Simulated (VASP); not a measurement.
Input of a VASP 6.6.1 run:

File INCAR:

```
PREC = Accurate ; ENCUT = 600
EDIFF = 1E-7 ; ISMEAR = -1
SIGMA = 0.05 ; LREAL = F
LASPH = T ; NELM = 120
ALGO = Normal ; ISIF = 3
LWAVE = F ; LCHARG = F
ISPIN = 2 ; MAGMOM = 0 0 4 1 0 0 0 0 0 0
LORBIT = 11 ; LMAXMIX = 6
GGA = PE ; IVDW = 11
IBRION = 2 ; NSW = 60
EDIFFG = -0.02 ; KPAR = 4
```

Contents of KPOINTS:

```
Automatic mesh
0
Gamma
  6 6 6
```

POSCAR

```
NaLaMnMoO6
1.0
    4.9777500000     -2.8814600000      0.0205500000
    4.9777500000      2.8814600000      0.0205500000
   -3.0608600000      0.0000000000      4.5978500000
Na La Mn Mo O
1 1 1 1 6
Direct
    0.9948200000      0.9948200000      0.4999400000
    0.7530700000      0.7530700000      0.7882500000
    0.2501600000      0.2501600000      0.1981100000
    0.4986700000      0.4986700000      0.9972200000
    0.3033800000      0.3033800000      0.6139600000
    0.3290200000      0.8285000000      0.8764900000
    0.1955800000      0.6363000000      0.1535400000
    0.6363000000      0.1955800000      0.1535400000
    0.8285000000      0.3290200000      0.8764900000
    0.7105000000      0.7105000000      0.3424600000
```

Potentials or basis: VASP PAW PBE potentials, release 64 (Na_pv, La, Mn_pv, Mo_sv, O).

The run is started by

```console
$ cat potpaw_PBE.64/Na_pv/POTCAR potpaw_PBE.64/La/POTCAR potpaw_PBE.64/Mn_pv/POTCAR potpaw_PBE.64/Mo_sv/POTCAR potpaw_PBE.64/O/POTCAR > POTCAR
$ mpirun -np 4 vasp_std > vasp.out
```

Predict the net moment.

5.00 μB per cell.

Estimate the site moments.

Na +0.00; La +0.01; Mn +4.35; Mo +0.16; O +0.02, +0.04 μB.

Predict the space group after relaxing (to 0.05 Å).

Cm (No. 8).

Estimate the band gap on the k mesh.

0.92 eV, indirect (least direct gap 1.03 eV).

The path:
```csv
step,energy change (eV),largest force (eV/Å),pressure (GPa),volume (Å³)
1,0.0000,0.0839,-1.44,132.26
2,-0.0040,0.2197,1.13,130.00
3,-0.0067,0.1432,0.12,130.88
4,-0.0090,0.0788,-0.05,130.52
5,-0.0090,0.0643,-0.04,130.56
6,-0.0096,0.0507,-0.03,130.46
7,-0.0101,0.0866,-0.02,130.27
8,-0.0105,0.0549,-0.01,130.19
9,-0.0112,0.0616,0.03,129.96
10,-0.0117,0.0409,-0.01,129.90
11,-0.0120,0.0418,-0.08,129.81
12,-0.0124,0.0382,0.02,129.65
13,-0.0125,0.0438,0.14,129.48
14,-0.0129,0.0353,0.03,129.47
15,-0.0132,0.0619,-0.17,129.44
16,-0.0135,0.0379,-0.01,129.24
17,-0.0136,0.0386,0.05,129.16
18,-0.0138,0.0330,0.04,129.12
19,-0.0140,0.0398,0.01,129.06
20,-0.0141,0.0172,0.05,129.04
```

Caveat: spin-orbit coupling is left out, which moves the levels of the heavy elements; a cell with one magnetic atom can't hold antiferromagnetic order, which such compounds often take. A k mesh can miss the band edges.
